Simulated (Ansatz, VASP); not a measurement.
**One calculation of LiCaF3, two programs**

```xyz
5
Lattice="3.7612 0.0000 0.0000 0.0000 3.7612 0.0000 0.0000 0.0000 3.7612" Properties=species:S:1:pos:R:3 pbc="T T T"
Li    1.8806    1.8806    1.8806
Ca    0.0000    0.0000    0.0000
F     0.0000    1.8806    1.8806
F     1.8806    1.8806    0.0000
F     1.8806    0.0000    1.8806
```

The cell comes from a database or a generator and needn't be the stable form of this composition.

Alike in both runs: task single point; functional PBE; k mesh 6 × 6 × 6; occupations gaussian, width 0.1 eV; no spin polarisation.

```csv
,VASP,Ansatz
version,VASP 6.6.1,Ansatz 0.2.0
potentials or method,"VASP PAW PBE potentials, release 64 (Li_sv, Ca_sv, F)","scalar-relativistic, plane waves, PAW"
plane-wave cutoff (eV),520,420
valence electrons in the cell,34,34
```

```csv
,VASP,Ansatz,Ansatz less VASP
gap on the k mesh at the Fermi level (eV),6.48,6.49,+0.007
least direct gap on the mesh (eV),6.59,6.60,+0.006
```

 A k mesh can miss the band edges. PBE gaps usually lie below the measured ones, often by a third to a half.
